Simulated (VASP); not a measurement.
Here is the system:

```xyz
1
Lattice="0.0000 2.9692 2.9692 2.9692 0.0000 2.9692 2.9692 2.9692 0.0000" Properties=species:S:1:pos:R:3 pbc="T T T"
Sr     0.0000     0.0000     0.0000
```

All values below come from PBE GGA, VASP's PBE PAW potentials (set 64) (plane waves; VASP 6.6.1). Settings: 300 eV cut-off, 8×8×8 Γ-centred mesh, Gaussian smearing of 0.14 eV, potentials Sr_sv.

### Question
Give the energies of bands 5 to 8 at the high-symmetry points, in eV from the Fermi level.

### Answer

| band | Γ | X | U | L | W |
|---|---|---|---|---|---|
| 5 | -3.75 | -0.73 | -0.16 | -1.17 | 0.01 |
| 6 | 2.37 | 0.27 | 0.20 | 0.10 | 0.63 |
| 7 | 2.37 | 1.14 | 0.88 | 2.20 | 0.63 |
| 8 | 2.37 | 5.03 | 3.51 | 2.20 | 2.34 |

It has no gap at this level: it comes out as a metal or semimetal.

The structure is a typed Sr crystal. The cell was not relaxed at this level.
